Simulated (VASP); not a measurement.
A convergence study with VASP on MoS2 (space group R3m): one setting is varied, all else stays as given below, so the limit is that of these other settings.

```xyz
3
Lattice="1.6001 0.9238 6.5145 -1.6001 0.9238 6.5145 0.0000 -1.8476 6.5145" Properties=species:S:1:pos:R:3 pbc="T T T"
Mo     0.0000     0.0000    19.5892
S      0.0000     0.0000     8.0702
S      0.0000     0.0000     4.9504
```

Computed with PBE GGA, VASP's PBE PAW potentials (set 64) (plane waves; VASP 6.6.1). The tightest run used: 300 eV cut-off, 15×15×15 Γ-centred mesh, Fermi-Dirac smearing of 0.010 eV, potentials Mo_sv S.

Gaps are read on the run's mesh, which can miss a band edge.

**Question.** The settings run are 2×2×2 mesh; 3×3×3 mesh; 4×4×4 mesh; 5×5×5 mesh; 6×6×6 mesh; 7×7×7 mesh; 8×8×8 mesh; 10×10×10 mesh; 11×11×11 mesh; 13×13×13 mesh; 14×14×14 mesh; 15×15×15 mesh. From which on does the stress (every component) stay within 0.2 GPa of the tightest run?

**Answer.** From 5×5×5 mesh on: it is off by 0.02 there and by no more than 0.2 in any finer run, while 4×4×4 mesh is off by 0.44.
```tsv
setting	E (eV/atom)	pressure (GPa)	largest force (eV/Å)	gap on the mesh (eV)	irreducible k-points	difference judged (GPa)
2×2×2 mesh	-6.9852	1.19	1.761	1.376	4	5.58
3×3×3 mesh	-7.2713	-1.12	1.446	1.193	6	0.86
4×4×4 mesh	-7.2829	-1.27	1.432	1.341	13	0.44
5×5×5 mesh	-7.2650	-0.91	1.443	1.197	19	0.02
6×6×6 mesh	-7.2649	-0.93	1.439	1.043	32	0.02
7×7×7 mesh	-7.2653	-0.93	1.441	1.202	44	0.01
8×8×8 mesh	-7.2651	-0.93	1.441	1.206	65	0.00
10×10×10 mesh	-7.2652	-0.93	1.441	1.158	116	0.00
11×11×11 mesh	-7.2652	-0.93	1.441	1.117	146	0.00
13×13×13 mesh	-7.2652	-0.93	1.441	1.122	231	0.00
14×14×14 mesh	-7.2652	-0.93	1.441	1.108	288	0.00
15×15×15 mesh	-7.2652	-0.93	1.441	1.047	344	0.00
```

Left out are rungs that failed or repeat a setting and relaxations that didn't move; long series are thinned to 24 rows.

The structure comes from a computed database's MoS2 entry (space group no. 160); how it stands against other phases isn't given here. The cell was not relaxed at this level, forces remain on its atoms.
